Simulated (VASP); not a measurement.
Computed with PBE GGA, VASP's PBE PAW potentials (set 64) (plane waves; VASP 6.6.1).

VASP input:

### KPOINTS
```
Automatic mesh
0
Gamma
14 14 14
0 0 0
```

POSCAR:
```
V
1
   -2.3664030000     2.3664030000     1.2911380000
    2.3664030000    -2.3664030000     1.2911380000
    2.3664030000     2.3664030000    -1.2911380000
V
2
Direct
  0.7500000000   0.2500000000   0.5000000000
  0.0000000000   0.0000000000   0.0000000000
```

**INCAR**
```
ALGO  =  Normal
EDIFF  =  1E-6
ENCUT  =  400
GGA  =  PE
ISIF  =  2
ISMEAR  =  1
ISPIN  =  2
LASPH  =  .TRUE.
LCHARG  =  .FALSE.
LMAXMIX  =  4
LORBIT  =  10
LREAL  =  .FALSE.
LWAVE  =  .FALSE.
MAGMOM  =  2*4.0
NELM  =  100
PREC  =  Accurate
SIGMA  =  0.1
SYSTEM  =  V
```

POTCAR, in this order: V_sv (PBE.64 set). Program: vasp_std.

Problem. What will the output report for the number of irreducible k-points (NKPTS), number of bands (NBANDS), largest plane-wave count, number of space-group operations, FFT grid (NGX, NGY, NGZ)?

Solution. 
The number of irreducible k-points (NKPTS) comes out as 244 and the number of bands (NBANDS) is 21. The largest plane-wave count comes out as 538. The number of space-group operations is 16. The FFT grid (NGX, NGY, NGZ) is 24 × 24 × 24.

The structure was generated: V was put into the beta-Sn type (I4_1/amd), which need not be its known phase. The cell was not relaxed at this level. The run is one of a series of settings (MAGMOM = 4.0 4.0 against the base run), some of them coarse on purpose.
